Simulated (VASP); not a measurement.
Calculation: PBE GGA, VASP's PBE PAW potentials (set 64) (plane waves; VASP).

VASP input:

File POSCAR:
```
GaN
3.2115780
  0.0000000000   0.7071068017   0.7071068017
  0.7071068017   0.0000000000   0.7071068017
  0.7071068017   0.7071068017   0.0000000000
Ga N
1 1
direct
  0.0000000000   0.0000000000   0.0000000000
  0.2500000000   0.2500000000   0.2500000000
```

**INCAR**
```
! general
SYSTEM  = GaN
PREC    = Accurate
ENCUT   = 450   ! plane-wave cut-off (eV)
LREAL   = F   ! projection in real space or not
LASPH   = T   ! aspherical one-centre terms

! electronic loop
EDIFF   = 1E-6   ! SCF stop (eV)
NELM    = 100   ! most electronic steps
ALGO    = Normal
LMAXMIX = 4   ! l cut-off of mixed one-centre charges

! smearing
ISMEAR  = 0
SIGMA   = 0.05   ! width (eV)

! functional
GGA     = PE   ! PBE

! output
LWAVE   = F
LCHARG  = T
```

KPOINTS:
```
Automatic mesh
0
gamma
 9 9 9
```

POTCAR, in this order: Ga_d N (PBE.64 set). Program: vasp_std.

Predict the energy per atom (σ→0), band gap (on the k-mesh).

- energy per atom (σ→0) = -6078 meV/atom
- band gap (on the k-mesh) = 1.58 eV

File OSZICAR:
```
...
DAV:   7    -0.121643954849E+02   -0.82742E-02   -0.33079E-01   915   0.785E+00    0.179E+00
DAV:   8    -0.121606926109E+02    0.37029E-02   -0.72413E-02  1033   0.421E+00    0.835E-01
DAV:   9    -0.121554712594E+02    0.52214E-02   -0.20704E-02  1359   0.350E+00    0.204E-01
DAV:  10    -0.121558563169E+02   -0.38506E-03   -0.18043E-03  1060   0.685E-01    0.886E-02
DAV:  11    -0.121557553961E+02    0.10092E-03   -0.40871E-04  1362   0.382E-01    0.131E-02
DAV:  12    -0.121557612632E+02   -0.58671E-05   -0.34867E-05   965   0.862E-02    0.910E-03
DAV:  13    -0.121557611307E+02    0.13242E-06   -0.22184E-06   938   0.142E-02
   1 F= -.12155761E+02 E0= -.12155761E+02  d E =-.288717E-12
```

The compound is GaN in the zinc blende structure, a metastable form; wurtzite is the usual one. It was relaxed first.
